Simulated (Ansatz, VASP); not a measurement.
# Sn: VASP beside Ansatz

One calculation is typed for both programs; each brings its own data sets. How far apart do they land? The structure shown is the end of the Ansatz relaxation below.

Calculated with Ansatz 0.2.0; plane waves, with VASP 6.6.1 beside it; single point at LDA.

## 1. The starting structure

The structure is tetragonal, space group I4_1/amd (No. 141). Conventional cell: a = 4.642 Å, b = 4.642 Å, c = 6.213 Å, α = 90.00°, β = 90.00°, γ = 90.00°. Nearest to Sn lie 4 Sn at 2.79 Å. That group holds within 0.01 Å; judged at 0.001 Å it is C2/m (No. 12).

## 2. Ansatz: relaxation, LDA

Ansatz runs on its PAW soft_1 files.

This run makes the geometry at which the two programs are then compared.

The input, input.yaml:

```yaml
crystal:
  lattice:
    - [0.0, 3.2701146894, 3.106619608]
    - [3.2701146894, 0.0, 3.106619608]
    - [3.2701146894, 3.2701146894, 0.0]
  atoms:
    - { symbol: Sn, position: [0.4998778311, 0.4998778311, 0.5000643814] }
    - { symbol: Sn, position: [0.7501221689, 0.7501221689, 0.7499356186] }
  conventional_axes: [[-1, 1, 1], [1, -1, 1], [1, 1, -1]]
kpoints:
  mp_grid: { grid: [12, 12, 12], shift: [0.5, 0.5, 0.5] }
hamiltonian:
  xc: lda
  pseudopotentials: { kind: paw, azcp: { folder: soft_1 }, xc_functional: pbe }
scf:
  occupations: { method: gaussian, width: 0.015 }
output:
  forces: true
  stress: true
  eigenvalues: true
relax:
  adjacent_minimum: "off"
  f_tol: 0.001
  max_steps: 60
  cell: { stress_tol: 0.01, fix: [c, angles] }
```

The run is started by

```console
> ansatz run input.yaml --threads 4 --pin off --max-ram 10240MiB --backend cpu --events-out ev --progress --plain --runs-dir out
```

Numbers of over 12 decimals in the logs are rounded to 6 here.

The log of the run:

```text
Engine: ansatz 0.2.0, aarch64-unknown-linux-gnu
Pseudopotentials: kind: paw
Pseudopotential: Sn, paw, valence charge 14, recommended cutoff 420 eV (normal), soft_1/Sn.paw.azcp
Functional definition: SPW92
  exchange = slater_x
  correlation = pw_c
Crystal: 2 atoms, lattice volume = 66.442 Å³
Basis set: ecut = 420 eV, 1307 PW (Γ)
Bands: 18, of which v1, the nominal top of the filled ones, is band 14 counted from 1 (13 counted from 0)
Symmetry: 4 space group operations
Space group: C2/m (ITA 12), of the structure as read, at distance tolerance 4.1e-5 Å
k-points: 468 of 1728
Non-local potential: Sn, projectors of the file, l = 0: 2, l = 1: 2, l = 2: 2, l = 3: 1
PAW form: soft (Blöchl's): semilocal exchange-correlation on the pseudo side does not see the compensation charge
PAW frozen core: Sn, regenerated for the run's functional, and the local potential with it (the file was generated under x = pbe(κ = 0.804, μ = 0.219515), c = pbe(β = 0.066725))
PAW one-centre angular grid: Sn, 590 points (default); XC on 64 Gauss nodes
Initial density: superposition of atomic densities (chi_scale 0.1, normalization cell)
Initial wavefunctions: pseudopotential atomic-orbital guess
Functional: x = slater, c = lda
SCF iter   1: F=—  HF=-11759.269311 eV  |F-HF|=—  |Δ(HF+E_count)|=         —  Δρ=2.33e-2  dr2=3.99e-1  ethr=3.10e-3  ⟨swp⟩=6.0  Hψ=45769  notcnv=0
preconditioner: auto → none  [insulator: Δε(μ)=0.038 eV  Ē_g=20.038 eV  σ=0.015 eV  W_gap=0.92  n_scr=14 (ndim 8)  ℏωp=24.1 eV  f_vac=0.002  D(μ)=0.05/eV (n_scr^D=0)  ε∞_Penn≈2.4]
SCF iter   2: F=—  HF=-11759.149666 eV  |F-HF|=—  |Δ(HF+E_count)|=   1.20e-1  Δρ=9.68e-3  dr2=6.43e-2  ethr=1.43e-3  ⟨swp⟩=2.0  Hψ=14030  notcnv=0
SCF iter   3: F=—  HF=-11759.134505 eV  |F-HF|=—  |Δ(HF+E_count)|=   1.52e-2  Δρ=1.03e-3  dr2=4.63e-4  ethr=2.30e-4  ⟨swp⟩=2.0  Hψ=12172  notcnv=0
SCF iter   4: F=—  HF=-11759.134654 eV  |F-HF|=—  |Δ(HF+E_count)|=   1.49e-4  Δρ=4.67e-4  dr2=5.58e-5  ethr=1.66e-6  ⟨swp⟩=2.0  Hψ=16249  notcnv=0
SCF iter   5: F=—  HF=-11759.134646 eV  |F-HF|=—  |Δ(HF+E_count)|=   8.58e-6  Δρ=1.60e-4  dr2=6.30e-6  ethr=1.99e-7  ⟨swp⟩=3.0  Hψ=15006  notcnv=0
SCF iter   6: F=—  HF=-11759.134645 eV  |F-HF|=—  |Δ(HF+E_count)|=   1.54e-7  Δρ=3.57e-5  dr2=3.95e-7  ethr=2.25e-8  ⟨swp⟩=2.0  Hψ=13249  notcnv=0
SCF iter   7: F=-11759.134645 eV  HF=-11759.134645 eV  |F-HF|=4.36e-9  |Δ(HF+E_count)|=   9.30e-9  Δρ=5.47e-6  dr2=1.30e-8  ethr=3.57e-10  ⟨swp⟩=5.2  Hψ=33480  notcnv=0
SCF 1 converged in 7 iterations: F = -11759.134645 eV  dr2 = 1.30e-8
  greatest PAW one-centre occupation: 0.992 electrons in one spin orbital (limit 2), on the Sn atom at site 1 (counted from 0), in its partial waves of l = 2
relax step   1: F+E_penalty+E_count = -11759.13464533 eV  Δ(F+E_penalty+E_count) = +0.000e0 eV  max|allowed force component| = 2.052e-3 eV/Å  Δτ_max = 0.0000 Å  P = +0.909 GPa  Ω = 66.442 Å³  fix = [c, alpha, beta, gamma]  reactions: c +1.936 GPa; alpha +0.036, beta +0.036, gamma +0.070 GPa/rad  (7 SCF iters, dr2 threshold 1.00e-7 eV, accepted)
[...]
relax step   2: F+E_penalty+E_count = -11759.13509180 eV  Δ(F+E_penalty+E_count) = -4.465e-4 eV  max|allowed force component| = 1.629e-3 eV/Å  Δτ_max = 0.0005 Å  P = +0.384 GPa  Ω = 67.160 Å³  energy of the carried Pulay correction = -3.367e-5 eV  fix = [c, alpha, beta, gamma]  reactions: c +1.505 GPa; alpha +0.050, beta +0.050, gamma +0.061 GPa/rad  (5 SCF iters, dr2 threshold 2.00e-7 eV, accepted)
[...]
relax step   3: F+E_penalty+E_count = -11759.13522708 eV  Δ(F+E_penalty+E_count) = -1.353e-4 eV  max|allowed force component| = 4.525e-4 eV/Å  Δτ_max = 0.0002 Å  P = +0.543 GPa  Ω = 66.937 Å³  energy of the carried Pulay correction = -2.327e-5 eV  fix = [c, alpha, beta, gamma]  reactions: c +1.635 GPa; alpha +0.046, beta +0.046, gamma +0.067 GPa/rad  (3 SCF iters, dr2 threshold 7.79e-8 eV, accepted)
[...]
relax step   4: F+E_penalty+E_count = -11759.13525114 eV  Δ(F+E_penalty+E_count) = -2.406e-5 eV  max|allowed force component| = 4.544e-4 eV/Å  Δτ_max = 0.0000 Å  P = +0.544 GPa  Ω = 66.937 Å³  fix = [c, alpha, beta, gamma]  reactions: c +1.635 GPa; alpha +0.046, beta +0.046, gamma +0.067 GPa/rad  stress off target by 2.04e-3 GPa on what of the cell is left free  SCF on the basis re-selected at this cell (its energy is not comparable with the rows above)  (5 SCF iters)
basis re-selected at this cell: Δ(F+E_penalty+E_count) = -2.406e-5 eV, ΔP = +0.000 GPa vs the last step (what re-selecting the basis moved, of the pressure what is left beyond the Pulay correction that the steps carried, after the strain that the cell walked since its last selection, with what the two solves' SCF thresholds leave and, on support functions, any second-order correction that the steps lacked; it is no m [...]
SCF converged after 5 iterations
Free energy (F): -11759.135251 eV
Harris-Foulkes:  -11759.135251 eV  (|F-HF|=1.82e-12)
Internal energy: -11759.135226 eV  (E = F + TS)
E sigma→0 (E₀):  -11759.135239 eV
Entropy (-TS):   -0.000025 eV (-0.013 meV/atom)
Fermi energy:    7.859949 eV
--- Per-component energies (eV) ---
  E_band       = -248.299374
  E_kinetic    = 339.628210
  E_local      = -2602.021627  (includes V_loc(G=0)·N_el)
  E_nonlocal   = 299.075743
  E_hartree    = 1264.895819
  E_xc         = -250.232262
  E_vxc        = -162.599986  (∫ρ·V_xc dr)
  E_paw        = -8451.416398  (= ΣΔE_a)
  E_vpaw       = -652.173894  (= ΣTr[D̂ρ^β])
  E_aug_tail   = 0.000545  (compensation charges beyond the density's cutoff)
  E_ewald      = -2359.915037
  E_core_change = 0.849782  (= ΣΔE_core)
  E_smearing   = -0.000025  (= −TS)
  E_closure    = -0.000000  (closes the sum)
  Σ components = -11759.135251   (vs F -11759.135251, Δ=0.00e0)
--- Forces (eV/Å), atoms counted from 1 ---
  atom   1  Sn    -0.00029573    -0.00029573     0.00045444
  atom   2  Sn     0.00029573     0.00029573    -0.00045444
  max |Σ_I F_I| component: 5.42e-20 eV/Å
--- Stress (GPa, compression-positive) ---
       -0.002041      -0.067160      -0.045584
       -0.067160      -0.002041      -0.045584
       -0.045584      -0.045584       1.635108
  P = ⅓ Tr σ = 0.5437 GPa (5.437 kbar)
--- Band table (eV; the first three rows and the last of 468) ---
  k-point 0: bands = [... 10 lower, -2.9678, 6.7727, 7.7417, 7.8934, 8.1856, 9.8749, 10.1090, 10.1255]
  k-point 1: bands = [... 10 lower, -2.8788, 5.8835, 7.6388, 7.6583, 8.4575, 10.2033, 10.3205, 10.4284]
  k-point 2: bands = [... 10 lower, -2.6561, 4.6819, 7.2288, 7.3598, 8.4544, 10.5250, 10.7646, 11.3389]
  k-point 467: bands = [... 10 lower, -1.2699, 1.3935, 5.8829, 6.6978, 8.3614, 10.8931, 11.3479, 13.6586]
--- Relaxed structure (3 steps of the walk, 3 accepted, 1 SCFs on fresh bases) ---
  F+E_penalty+E_count = -11759.13525114 eV   max|allowed force component| = 4.544e-4 eV/Å   (the final SCF, on the basis selected at the relaxed cell)
  cell:  # Å, volume = 66.9372 Å³
    - [0, 3.282274, 3.106619608]
    - [3.282274, 0, 3.106619608]
    - [3.282274, 3.282274, 0]
  atoms:
    - { symbol: Sn, position: [0.499873, 0.499873, 0.500002] }
    - { symbol: Sn, position: [0.750127, 0.750127, 0.749998] }
```

[end of part 1 of 3]

[Lines on the potential files, build, host, timing and source positions are cut from VASP's logs without a mark.]

[Logs are printed without paths, hosts, clocks, repeated set-up lines and the standing remarks that a program may print on its own settings, such as how far it seeks lower states.]

[Hosts, paths, dates, database ids (printed as entryN), source tags and the programs' standing remarks are cut or masked in the printed files.]
